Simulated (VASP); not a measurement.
# GaN: exact exchange and RPA correlation, part 4 of 6

Wanted: where the RPA puts the energy minimum of GaN. The scan starts from a database cell scaled to its smallest volume. The cell is of the zinc-blende type, which need not be the form that is stable at ambient conditions. The start is a computed cell from a database.

VASP 6.6.1, plane waves and PAW; the level of theory is named at each step.

So far. Step 14 (Orbitals for comparison: HSE06, volume ratio 0.96): The run ends at a pressure of 1.53 GPa. Step 15 (Comparison: HSE06, volume ratio 0.96): Its energy is -7.3618 eV an atom, on a zero of its own.

### Step 16. Orbitals, volume ratio 0.99

This step: LDA; plane waves and PAW (Ga_d_GW, N_GW) (VASP 6.6.1).

The same chain follows at a volume ratio of 0.99.

Contents of INCAR:

```
SYSTEM = GaN
PREC = Accurate
ENCUT = 470
EDIFF = 1E-08
NELM = 100
ISMEAR = 0
SIGMA = 0.05
LREAL = .FALSE.
ALGO = Normal
GGA = CA
NBANDS = 15
LORBIT = 11
LWAVE = .TRUE.
LCHARG = .FALSE.
KPAR = 4
```

Contents of POSCAR:

```
GaN
1.0
    0.0000000000      2.2459637599      2.2459637599
    2.2459637599      0.0000000000      2.2459637599
    2.2459637599      2.2459637599      0.0000000000
Ga N
1 1
Direct
    0.0000000000      0.0000000000      0.0000000000
    0.2500000000      0.2500000000      0.2500000000
```

Contents of KPOINTS:

```
Automatic mesh
0
Gamma
6 6 6
0 0 0
```

PAW data sets: Ga_d_GW and N_GW (LDA family, release 64).

On the command line:

```
mpirun -np 4 vasp_std
```

What it wrote:

```text
[... set-up lines as in an earlier step ...]
 entering main loop
       N       E                     dE             d eps       ncg     rms          rms(c)
DAV:   1     0.124659E+03    0.12466E+03   -0.10677E+04   528   0.186E+03
DAV:   2    -0.706060E+01   -0.13172E+03   -0.12520E+03   515   0.385E+02
DAV:   3    -0.157984E+02   -0.87378E+01   -0.86805E+01   599   0.111E+02
DAV:   4    -0.159477E+02   -0.14932E+00   -0.14930E+00   592   0.160E+01
[...]
DAV:  12    -0.139387E+02   -0.23122E-06   -0.32465E-06   571   0.308E-02    0.212E-03
DAV:  13    -0.139387E+02    0.16321E-07   -0.35433E-07   718   0.673E-03    0.206E-04
DAV:  14    -0.139387E+02    0.68917E-08   -0.72673E-09   361   0.142E-03
   1 F= -.13938679E+02 E0= -.13938679E+02  d E =-.118510E-19
 writing wavefunctions
```

The job ended after 1.8 s (4 MPI ranks of Intel Xeon 6975P-C (Granite Rapids), shared host; peak memory 0.46 GiB).

From OUTCAR (step 16):

```text
  Total       -0.6656185     -0.6656185     -0.6656185     -0.0000000      0.0000000      0.0000000
  in kB      -47.0649662    -47.0649662    -47.0649662     -0.0000000      0.0000000      0.0000000
  external PRESSURE =     -47.0649662 kB  Pullay stress =       0.0000000 kB

 POSITION                                       TOTAL-FORCE (eV/Angst)
 -----------------------------------------------------------------------------------
      0.00000      0.00000      0.00000        -0.000000     -0.000000     -0.000000
      1.12298      1.12298      1.12298         0.000000      0.000000      0.000000
 -----------------------------------------------------------------------------------
    total drift:                                0.000002      0.000002      0.000002

  FREE ENERGIE OF THE ION-ELECTRON SYSTEM (eV)
  ---------------------------------------------------
  free  energy   TOTEN  =       -13.9386792550 eV

  energy  without entropy=      -13.9386792550  energy(sigma->0) =      -13.93867925

[... 1 part as in an earlier step ...]

[... 2 further parts left out ...]
[key lines of the parts left out:]
E-fermi :   5.2512
```

The run ends at a pressure of -4.71 GPa.

### Step 17. Exact exchange, volume ratio 0.99

This step: Hartree-Fock energy on LDA orbitals; plane waves and PAW (Ga_d_GW, N_GW) (VASP 6.6.1).

Exact exchange at this point.

Contents of INCAR:

```
SYSTEM = GaN
PREC = Accurate
ENCUT = 470
ISMEAR = 0
SIGMA = 0.05
LREAL = .FALSE.
GGA = CA
NBANDS = 15
ALGO = Eigenval
NELM = 1
LHFCALC = .TRUE.
AEXX = 1
ALDAC = 0
AGGAC = 0
PRECFOCK = Normal
LWAVE = .FALSE.
LCHARG = .FALSE.
```

POSCAR is that of step 16.

KPOINTS is that of step 16.

The run starts from files that an earlier step left in the folder.

On the command line:

```
mpirun -np 4 vasp_std
```

What it wrote:

```text
[... set-up lines as in an earlier step ...]
 entering main loop
       N       E                     dE             d eps       ncg     rms          rms(c)
EIG:   1    -0.226777E+02   -0.22678E+02    0.00000E+00     0   0.000E+00
   1 F= -.22677664E+02 E0= -.22677664E+02  d E =-.274257E-29
```

The job ended after 53 s (4 MPI ranks; peak memory 0.43 GiB; 2.5 min of CPU time).

OUTCAR, selected parts (step 17):

```text
 POSITION                                       TOTAL-FORCE (eV/Angst)
 -----------------------------------------------------------------------------------
      0.00000      0.00000      0.00000        -0.000000     -0.000000      0.000000
      1.12298      1.12298      1.12298         0.000000      0.000000     -0.000000
 -----------------------------------------------------------------------------------
    total drift:                                0.000003      0.000002      0.000002

  FREE ENERGIE OF THE ION-ELECTRON SYSTEM (eV)
  ---------------------------------------------------
  free  energy   TOTEN  =       -22.6776644488 eV

  energy  without entropy=      -22.6776644488  energy(sigma->0) =      -22.67766445

[... 2 parts as in an earlier step ...]

[... 1 further part left out ...]
[key lines of the parts left out:]
E-fermi :   5.3309
```

The Hartree-Fock energy on these orbitals is -11.3388 eV an atom.

### Step 18. Empty bands, volume ratio 0.99

This step: LDA; plane waves and PAW (Ga_d_GW, N_GW) (VASP 6.6.1).

The empty bands are made again, for the run that follows.

Contents of INCAR:

```
SYSTEM = GaN
PREC = Accurate
ENCUT = 470
ISMEAR = 0
SIGMA = 0.05
LREAL = .FALSE.
GGA = CA
NBANDS = 544
ALGO = Exact
NELM = 1
LWAVE = .TRUE.
LCHARG = .FALSE.
LOPTICS = .TRUE.
NEDOS = 1000
CSHIFT = 0.1
```

POSCAR is that of step 17.

KPOINTS is that of step 17.

On the command line:

```
mpirun -np 4 vasp_std
```

What it wrote:

```text
[banner, memory and clock lines left out]
running    4 mpi-ranks, on    1 nodes
[...]
LDA part: xc-table for (Slater(with rela. corr.)+CA(PZ))
 , standard interpolation
 found WAVECAR, reading the header
  number of bands has changed, file:    15 present:   544
  trying to continue reading WAVECAR, but it might fail
 POSCAR, INCAR and KPOINTS ok, starting setup
[...]
reading WAVECAR
 random initialization beyond band           15
 the WAVECAR file was read successfully
 initial charge from wavefunction
 entering main loop
       N       E                     dE             d eps       ncg     rms          rms(c)
DIA:   1    -0.139387E+02   -0.13939E+02    0.00000E+00     0   0.000E+00
   1 F= -.13938679E+02 E0= -.13938679E+02  d E =-.129580E-11
 writing wavefunctions
 optical routines
 imaginary and real dielectric function
 recalculating local potential from charge density
 direction            1
 direction            2
 direction            3
```

Run time: 4.4 s. Hardware: 4 MPI ranks; peak memory 0.57 GiB.

OUTCAR, selected parts (step 18):

```text
  Total       -0.6658280     -0.6658280     -0.6658280      0.0000000      0.0000000     -0.0000000
  in kB      -47.0797763    -47.0797763    -47.0797763      0.0000000      0.0000000     -0.0000000
  external PRESSURE =     -47.0797763 kB  Pullay stress =       0.0000000 kB

 POSITION                                       TOTAL-FORCE (eV/Angst)
 -----------------------------------------------------------------------------------
      0.00000      0.00000      0.00000        -0.000000      0.000000     -0.000000
      1.12298      1.12298      1.12298         0.000000     -0.000000      0.000000
 -----------------------------------------------------------------------------------
    total drift:                                0.000002      0.000002      0.000002

  FREE ENERGIE OF THE ION-ELECTRON SYSTEM (eV)
  ---------------------------------------------------
  free  energy   TOTEN  =       -13.9386792539 eV

  energy  without entropy=      -13.9386792539  energy(sigma->0) =      -13.93867925

[... 1 part as in an earlier step ...]

[... 2 further parts left out ...]
[key lines of the parts left out:]
E-fermi :   5.1638
```

WAVECAR now holds 544 bands for 18 electrons.

### Step 19. RPA correlation, volume ratio 0.99

This step: RPA correlation on LDA orbitals; plane waves and PAW (Ga_d_GW, N_GW) (VASP 6.6.1).

RPA correlation at this point.

Contents of INCAR:

```
SYSTEM = GaN
PREC = Accurate
ENCUT = 470
ISMEAR = 0
SIGMA = 0.05
LREAL = .FALSE.
GGA = CA
NBANDS = 544
ALGO = ACFDT
ENCUTGW = 200
NOMEGA = 12
PRECFOCK = Fast
LWAVE = .FALSE.
LCHARG = .FALSE.
```

POSCAR is that of step 18.

KPOINTS is that of step 18.

On the command line:

```
mpirun -np 4 vasp_std
```

What it wrote:

```text
[banner, memory and clock lines left out]
running    4 mpi-ranks, on    1 nodes
[...]
LDA part: xc-table for (Slater(with rela. corr.)+CA(PZ))
 , standard interpolation
 found WAVECAR, reading the header
 POSCAR, INCAR and KPOINTS ok, starting setup
[...]
reading WAVECAR
 the WAVECAR file was read successfully
 initial charge from wavefunction
 available memory per node:    245.29 GB, setting MAXMEM to    251177

 The Fermi energy was updated, please check that it is located mid-gap
 values below the HOMO (VB) or above the LUMO (CB) will cause erroneous energies
 E-fermi :   5.8491

 the WAVEDER file was read successfully
 set NWRITE>2 for more details about minimax calculation
 number of imaginary grid points requested:      12
 number of distinct grids requested:  1
 quadrature errors minimized for energies in [ 0.181E+01, 0.474E+03 ]
 bosonic grid (T=0, re) determined with error: 0.4296E-07
 bosonic grid (re): 0.4296E-07
       0.4280       1.3913       2.7129       4.7662       8.1788
[...]
NQ=  10    0.3333    0.3333    0.0000,
|.........|.........|.........|.........
 performed     123930000 updates of chi_q(r,r)
 total number of BLAS operations      21196.01 Gflops
NQ=  11    0.5000    0.3333    0.0000,
|.........|.........|.........|.........
 performed     136323000 updates of chi_q(r,r)
 total number of BLAS operations      23251.97 Gflops
NQ=  12   -0.3333    0.3333    0.0000,
|.........|.........|.........|.........
 performed     148716000 updates of chi_q(r,r)
 total number of BLAS operations      25251.22 Gflops
NQ=  13    0.5000    0.5000    0.0000,
|.........|.........|.........|.........
 performed     161109000 updates of chi_q(r,r)
 total number of BLAS operations      27482.07 Gflops
NQ=  14    0.5000    0.3333    0.1667,
|.........|.........|.........|.........
 performed     173502000 updates of chi_q(r,r)
 total number of BLAS operations      29509.57 Gflops
NQ=  15   -0.3333    0.3333    0.1667,
|.........|.........|.........|.........
 performed     185895000 updates of chi_q(r,r)
 total number of BLAS operations      31508.82 Gflops
NQ=  16   -0.3333    0.5000    0.1667,
|.........|.........|.........|.........
 performed     198288000 updates of chi_q(r,r)
 total number of BLAS operations      33739.67 Gflops
 entering main loop
```

Run time: 5.8 min. Hardware: 4 MPI ranks; peak memory 1.7 GiB; 16 min of CPU time.

Parts of OUTCAR (step 19):

```text
      cutoff energy     smooth cutoff   RPA   correlation   Hartree contr. to MP2
---------------------------------------------------------------------------------
            200.000           160.000      -17.6719277316      -28.8411181193
            190.476           152.381      -17.4529178600      -28.5075793298
            181.406           145.125      -17.2193136918      -28.1503827823
            172.768           138.214      -16.9722119911      -27.7714371309
            164.541           131.632      -16.7129767701      -27.3733081267
            156.705           125.364      -16.4407910441      -26.9549856408
            149.243           119.394      -16.1603455364      -26.5240808826
            142.136           113.709      -15.8675438617      -26.0745962857
  linear regression

[... 2 parts as in an earlier step ...]

[... 2 further parts left out ...]
[key lines of the parts left out:]
E-fermi :   5.8491
```

The correlation energy is -10.177 eV an atom, -8 meV against the point before. With exact exchange the total is -21.5158 eV an atom.

### Step 20. Comparison: r2SCAN, volume ratio 0.99

This step: r2SCAN; plane waves and PAW (Ga_d_GW, N_GW) (VASP 6.6.1).

The comparison at this point.

Contents of INCAR:

```
SYSTEM = GaN
PREC = Accurate
ENCUT = 470
EDIFF = 1E-06
NELM = 100
ISMEAR = 0
SIGMA = 0.05
LREAL = .FALSE.
ALGO = Normal
METAGGA = R2SCAN
LASPH = .TRUE.
NBANDS = 15
LWAVE = .FALSE.
LCHARG = .FALSE.
KPAR = 4
```

POSCAR is that of step 19.

KPOINTS is that of step 19.

On the command line:

```
mpirun -np 4 vasp_std
```

What it wrote:

```text
[... set-up lines as in an earlier step ...]
 entering main loop
       N       E                     dE             d eps       ncg     rms          rms(c)
DAV:   1    -0.181229E+02   -0.18123E+02   -0.10987E+04   528   0.192E+03
DAV:   2    -0.153107E+03   -0.13498E+03   -0.12841E+03   508   0.397E+02
DAV:   3    -0.162352E+03   -0.92452E+01   -0.91815E+01   606   0.115E+02
DAV:   4    -0.162508E+03   -0.15544E+00   -0.15542E+00   550   0.166E+01
[...]
DAV:  11    -0.157021E+03    0.15276E-04   -0.11013E-04   662   0.402E-01    0.133E-02
DAV:  12    -0.157021E+03   -0.12979E-05   -0.93673E-06   691   0.502E-02    0.294E-03
DAV:  13    -0.157021E+03   -0.31906E-06   -0.81410E-07   394   0.169E-02
   1 F= -.15702074E+03 E0= -.15702074E+03  d E =-.532358E-15
```

Elapsed: 8 s, on 4 MPI ranks; peak memory 0.49 GiB.

Parts of OUTCAR (step 20):

```text
  Total        0.2798318      0.2798318      0.2798318      0.0000000     -0.0000000      0.0000000
  in kB       19.7865204     19.7865204     19.7865204      0.0000000     -0.0000000      0.0000000
  external PRESSURE =      19.7865204 kB  Pullay stress =       0.0000000 kB

 POSITION                                       TOTAL-FORCE (eV/Angst)
 -----------------------------------------------------------------------------------
      0.00000      0.00000      0.00000         0.000000      0.000000      0.000000
      1.12298      1.12298      1.12298        -0.000000     -0.000000     -0.000000
 -----------------------------------------------------------------------------------
    total drift:                                0.000299      0.000299      0.000297

  FREE ENERGIE OF THE ION-ELECTRON SYSTEM (eV)
  ---------------------------------------------------
  free  energy   TOTEN  =      -157.0207385025 eV

  energy  without entropy=     -157.0207385025  energy(sigma->0) =     -157.02073850

[... 2 parts as in an earlier step ...]

[... 1 further part left out ...]
[key lines of the parts left out:]
E-fermi :   5.2885
```

Its energy is -78.5104 eV an atom, on a zero of its own.

### Step 21. Orbitals for comparison: HSE06, volume ratio 0.99

This step: LDA; plane waves and PAW (Ga_d_GW, N_GW) (VASP 6.6.1).

Starting orbitals, as before.

Contents of INCAR:

```
SYSTEM = GaN
PREC = Accurate
ENCUT = 470
EDIFF = 1E-05
NELM = 100
ISMEAR = 0
SIGMA = 0.05
LREAL = .FALSE.
ALGO = Normal
GGA = CA
NBANDS = 15
LORBIT = 11
LWAVE = .TRUE.
LCHARG = .FALSE.
KPAR = 4
```

POSCAR is that of step 20.

KPOINTS is that of step 20.

On the command line:

```
mpirun -np 4 vasp_std
```

What it wrote:

```text
[... set-up lines as in an earlier step ...]
 entering main loop
       N       E                     dE             d eps       ncg     rms          rms(c)
[... 10 cycles as in an earlier step ...]
DAV:  11    -0.139387E+02    0.59942E-05   -0.33274E-05   605   0.140E-01
   1 F= -.13938679E+02 E0= -.13938679E+02  d E =-.125966E-19
 writing wavefunctions
```

Wall time 1.8 s (4 MPI ranks); peak memory 0.46 GiB; 3.1 s of CPU time.

Parts of OUTCAR (step 21):

```text
  Total       -0.6438573     -0.6438573     -0.6438573     -0.0000000      0.0000000     -0.0000000
  in kB      -45.5262590    -45.5262590    -45.5262590     -0.0000000      0.0000000     -0.0000000
  external PRESSURE =     -45.5262590 kB  Pullay stress =       0.0000000 kB

 POSITION                                       TOTAL-FORCE (eV/Angst)
 -----------------------------------------------------------------------------------
      0.00000      0.00000      0.00000         0.000000      0.000000      0.000000
      1.12298      1.12298      1.12298        -0.000000     -0.000000     -0.000000
 -----------------------------------------------------------------------------------
    total drift:                                0.000002      0.000002      0.000002

  FREE ENERGIE OF THE ION-ELECTRON SYSTEM (eV)
  ---------------------------------------------------
  free  energy   TOTEN  =       -13.9386786850 eV

  energy  without entropy=      -13.9386786850  energy(sigma->0) =      -13.93867869

[... 2 parts as in an earlier step ...]

[... 1 further part left out ...]
[key lines of the parts left out:]
E-fermi :   5.2516
```

The run ends at a pressure of -4.55 GPa.

### Step 22. Comparison: HSE06, volume ratio 0.99

This step: HSE06; plane waves and PAW (Ga_d_GW, N_GW) (VASP 6.6.1).

The comparison at this point.

Contents of INCAR:

```
SYSTEM = GaN
PREC = Accurate
ENCUT = 470
EDIFF = 1E-06
NELM = 100
ISMEAR = 0
SIGMA = 0.05
LREAL = .FALSE.
ALGO = Normal
LHFCALC = .TRUE.
AEXX = 0.25
GGA = PE
HFSCREEN = 0.2
LASPH = .TRUE.
NBANDS = 15
PRECFOCK = Fast
LWAVE = .FALSE.
LCHARG = .FALSE.
KPAR = 4
```

POSCAR is that of step 21.

KPOINTS is that of step 21.

The run starts from files that an earlier step left in the folder.

On the command line:

```
mpirun -np 4 vasp_std
```

What it wrote:

```text
[... set-up lines as in an earlier step ...]
 entering main loop
       N       E                     dE             d eps       ncg     rms          rms(c)
DAV:   1    -0.147775E+02   -0.14778E+02   -0.11700E+00   656   0.352E+01    0.107E+00
DAV:   2    -0.147480E+02    0.29547E-01   -0.15242E-01   677   0.120E+01    0.587E-01
DAV:   3    -0.147432E+02    0.47439E-02   -0.19669E-02   655   0.344E+00    0.316E-01
DAV:   4    -0.147431E+02    0.13674E-03   -0.14229E-03   649   0.524E-01    0.191E-01
[...]
DAV:   8    -0.147427E+02    0.86614E-05   -0.29089E-06   571   0.334E-02    0.188E-02
DAV:   9    -0.147427E+02    0.22182E-05   -0.90164E-07   345   0.173E-02    0.110E-02
DAV:  10    -0.147427E+02    0.75961E-06   -0.53499E-07   338   0.980E-03
   1 F= -.14742740E+02 E0= -.14742740E+02  d E =-.271059E-12
```

It took 1.8 min on 4 MPI ranks; peak memory 0.87 GiB.

OUTCAR, selected parts (step 22):

```text
 POSITION                                       TOTAL-FORCE (eV/Angst)
 -----------------------------------------------------------------------------------
      0.00000      0.00000      0.00000        -0.000000     -0.000000     -0.000000
      1.12298      1.12298      1.12298         0.000000      0.000000      0.000000
 -----------------------------------------------------------------------------------
    total drift:                                0.000105      0.000086      0.000063

  FREE ENERGIE OF THE ION-ELECTRON SYSTEM (eV)
  ---------------------------------------------------
  free  energy   TOTEN  =       -14.7427404926 eV

  energy  without entropy=      -14.7427404926  energy(sigma->0) =      -14.74274049

[... 2 parts as in an earlier step ...]

[... 1 further part left out ...]
[key lines of the parts left out:]
E-fermi :   4.6778
```

Its energy is -7.3714 eV an atom, on a zero of its own.

### Step 23. Orbitals, volume ratio 1.02

This step: LDA; plane waves and PAW (Ga_d_GW, N_GW) (VASP 6.6.1).

The same chain follows at a volume ratio of 1.02.

Contents of INCAR:

```
SYSTEM = GaN
PREC = Accurate
ENCUT = 470
EDIFF = 1E-08
NELM = 100
ISMEAR = 0
SIGMA = 0.05
LREAL = .FALSE.
ALGO = Normal
GGA = CA
NBANDS = 15
LORBIT = 11
LWAVE = .TRUE.
LCHARG = .FALSE.
KPAR = 4
```

Contents of POSCAR:

```
GaN
1.0
    0.0000000000      2.2684248875      2.2684248875
    2.2684248875      0.0000000000      2.2684248875
    2.2684248875      2.2684248875      0.0000000000
Ga N
1 1
Direct
    0.0000000000      0.0000000000      0.0000000000
    0.2500000000      0.2500000000      0.2500000000
```

KPOINTS is that of step 22.

On the command line:

```
mpirun -np 4 vasp_std
```

What it wrote:

```text
[... set-up lines as in an earlier step ...]
 entering main loop
       N       E                     dE             d eps       ncg     rms          rms(c)
DAV:   1     0.126851E+03    0.12685E+03   -0.10608E+04   512   0.178E+03
DAV:   2    -0.733727E+01   -0.13419E+03   -0.12790E+03   536   0.369E+02
DAV:   3    -0.157076E+02   -0.83703E+01   -0.83210E+01   592   0.109E+02
DAV:   4    -0.158663E+02   -0.15874E+00   -0.15872E+00   564   0.167E+01
[...]
DAV:  12    -0.139117E+02   -0.21687E-06   -0.31464E-06   586   0.309E-02    0.180E-03
DAV:  13    -0.139117E+02    0.35557E-08   -0.33119E-07   717   0.640E-03    0.238E-04
DAV:  14    -0.139117E+02    0.80390E-08   -0.62665E-09   324   0.144E-03
   1 F= -.13911703E+02 E0= -.13911703E+02  d E =-.386734E-17
 writing wavefunctions
```

The job ended after 2.2 s (4 MPI ranks; peak memory 0.43 GiB).

From OUTCAR (step 23):

```text
  Total       -1.4372073     -1.4372073     -1.4372073      0.0000000      0.0000000      0.0000000
  in kB      -98.6340306    -98.6340306    -98.6340306      0.0000000      0.0000000      0.0000000
  external PRESSURE =     -98.6340306 kB  Pullay stress =       0.0000000 kB

 POSITION                                       TOTAL-FORCE (eV/Angst)
 -----------------------------------------------------------------------------------
      0.00000      0.00000      0.00000        -0.000000      0.000000      0.000000
      1.13421      1.13421      1.13421         0.000000     -0.000000     -0.000000
 -----------------------------------------------------------------------------------
    total drift:                                0.000002      0.000002      0.000001

  FREE ENERGIE OF THE ION-ELECTRON SYSTEM (eV)
  ---------------------------------------------------
  free  energy   TOTEN  =       -13.9117034580 eV

  energy  without entropy=      -13.9117034580  energy(sigma->0) =      -13.91170346

[... 1 part as in an earlier step ...]

[... 2 further parts left out ...]
[key lines of the parts left out:]
E-fermi :   4.9068
```

The run ends at a pressure of -9.86 GPa.

(Continued in part 5 of 6.)

[Long decimals in the printed logs are rounded to 6 places.]

[Lines on the potential files, build, host, timing and source positions are cut from VASP's logs without a mark.]

[Logs are printed without paths, hosts, clocks, repeated set-up lines and the standing remarks that a program may print on its own settings, such as how far it seeks lower states.]

[Hosts, paths, dates, database ids (printed as entryN), source tags and the programs' standing remarks are cut or masked in the printed files.]

[Measured values are set beside computed ones only where the two were judged alike; some that the calculation misses by far are left out.]

[Pressures printed for these runs are not shown converged in the cutoff: they can be off by several GPa and have the wrong sign.]
